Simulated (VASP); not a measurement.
Calculation: PBE GGA, VASP's PBE PAW potentials (set 64) (plane waves; VASP).

VASP ran on this input.

### KPOINTS
```
Automatic mesh
0
Gamma
10 10 10
0 0 0
```

### INCAR
```
# general
SYSTEM   =  TiB2
PREC     =  Accurate
ENCUT    =  600
LREAL    =  .FALSE.
LASPH    =  .TRUE.

# electronic loop
EDIFF    =  1E-7
NELM     =  100
ALGO     =  Normal
LMAXMIX  =  4

# smearing
ISMEAR   =  1
SIGMA    =  0.1

# functional
GGA      =  PE

# ions
IBRION   =  2
NSW      =  40
ISIF     =  3
EDIFFG   =  -0.01
PSTRESS  =  20

# output
LWAVE    =  .FALSE.
LCHARG   =  .FALSE.
```

File POSCAR:
```
TiB2
1
    1.5126040778    -2.6199071412    -0.0000000000
    1.5126040778     2.6199071412     0.0000000000
   -0.0000000000    -0.0000000000     3.2163133851
Ti B
1 2
Direct
  0.0000000000   1.0000000000   1.0000000000
  0.3333330000   0.6666670000   0.5000000000
  0.6666670000   0.3333330000   0.5000000000
```

POTCAR, in this order: Ti_sv B (PBE.64 set). Program: vasp_std.

Output

**OUTCAR**
```
 ion  position               nearest neighbor table
   1  0.000  0.000  0.000-   2 2.37   3 2.37   2 2.37   3 2.37   3 2.37   3 2.37   2 2.37   2 2.37
                             3 2.37   3 2.37   2 2.37   2 2.37
   2  0.333  0.667  0.500-   3 1.75   3 1.75   3 1.75   1 2.37   1 2.37   1 2.37   1 2.37   1 2.37
                             1 2.37
   3  0.667  0.333  0.500-   2 1.75   2 1.75   2 1.75   1 2.37   1 2.37   1 2.37   1 2.37   1 2.37
                             1 2.37
  LATTYP: Found a hexagonal cell.
 ALAT       =     3.0252081787
 C/A-ratio  =     1.0631709274
 Subroutine PRICEL returns:
 Original cell was already a primitive cell.
 Subroutine GETGRP returns: Found 24 space group operations
The static configuration has the point symmetry D_6h.
The dynamic configuration has the point symmetry D_6h.
 Subroutine INISYM returns: Found 24 space group operations
 Subroutine IBZKPT returns following result:
 Found     84 irreducible k-points:

 Following reciprocal coordinates:
            Coordinates               Weight
  0.000000  0.000000  0.000000      1.000000
  0.100000 -0.000000  0.000000      6.000000
  0.200000 -0.000000  0.000000      6.000000
  0.300000 -0.000000  0.000000      6.000000
...
```

### OSZICAR
```
       N       E                     dE             d eps       ncg     rms          rms(c)
DAV:   1     0.133634892049E+03    0.13363E+03   -0.10292E+04  2184   0.175E+03
DAV:   2    -0.192615194872E+02   -0.15290E+03   -0.14917E+03  2239   0.410E+02
DAV:   3    -0.292306898835E+02   -0.99692E+01   -0.98412E+01  3139   0.986E+01
DAV:   4    -0.295833607860E+02   -0.35267E+00   -0.35200E+00  2899   0.170E+01
DAV:   5    -0.295916788814E+02   -0.83181E-02   -0.83177E-02  3139   0.232E+00    0.169E+01
DAV:   6    -0.243884479839E+02    0.52032E+01   -0.26381E+01  2910   0.598E+01    0.388E+00
DAV:   7    -0.244242177043E+02   -0.35770E-01   -0.16995E+00  2423   0.154E+01    0.335E+00
DAV:   8    -0.244339204597E+02   -0.97028E-02   -0.16795E-01  3165   0.375E+00    0.755E-01
DAV:   9    -0.244270846123E+02    0.68358E-02   -0.72633E-02  2879   0.360E+00    0.299E-01
DAV:  10    -0.244262311514E+02    0.85346E-03   -0.54266E-03  2774   0.103E+00    0.639E-02
DAV:  11    -0.244262412035E+02   -0.10052E-04   -0.38886E-04  3085   0.263E-01    0.538E-02
DAV:  12    -0.244262210035E+02    0.20200E-04   -0.13211E-04  2787   0.159E-01    0.993E-03
DAV:  13    -0.244262207147E+02    0.28876E-06   -0.94197E-06  2719   0.398E-02    0.259E-03
DAV:  14    -0.244262206980E+02    0.16763E-07   -0.39490E-07  2568   0.764E-03
   1 F= -.24108007E+02 E0= -.24107715E+02  d E =-.241080E+02
```

### OUTCAR
```
------------------------ aborting loop because EDIFF is reached ----------------------------------------
  FORCE on cell =-STRESS in cart. coord.  units (eV):
  Direction    XX          YY          ZZ          XY          YZ          ZX
  --------------------------------------------------------------------------------------
  Total        0.3189244      0.3189244      0.3107321      0.0000000     -0.0000000     -0.0000000
  in kB       20.0446675     20.0446680     19.5297710      0.0000000     -0.0000000     -0.0000000
  external PRESSURE =      -0.1269645 kB  Pullay stress =      20.0000000 kB
  volume of cell :       25.49
      direct lattice vectors                 reciprocal lattice vectors
     1.512604078 -2.619907141  0.000000000     0.330555766 -0.190846459  0.000000000
     1.512604078  2.619907141  0.000000000     0.330555766  0.190846459  0.000000000
     0.000000000  0.000000000  3.216313385     0.000000000  0.000000000  0.310914976
 POSITION                                       TOTAL-FORCE (eV/Angst)
 -----------------------------------------------------------------------------------
      0.00000      0.00000      0.00000        -0.000000      0.000000      0.000000
      1.51260      0.87330      1.60816         0.000000      0.000000      0.000000
      1.51260     -0.87330      1.60816        -0.000000     -0.000000     -0.000000
 -----------------------------------------------------------------------------------
    total drift:                                0.000000     -0.000000      0.000000
  FREE ENERGIE OF THE ION-ELECTRON SYSTEM (eV)
  ---------------------------------------------------
  free  energy   TOTEN  =       -24.4262206980 eV

  energy  without entropy=      -24.4253454520  energy(sigma->0) =      -24.42592895
  enthalpy is  TOTEN    =       -24.1080069546 eV   P V=        0.3182137434

 reached required accuracy - stopping structural energy minimisation
```
(Selected blocks of OUTCAR.)

The compound is TiB2 in the AlB2 type structure. It was relaxed first under an external pressure of 2 GPa.
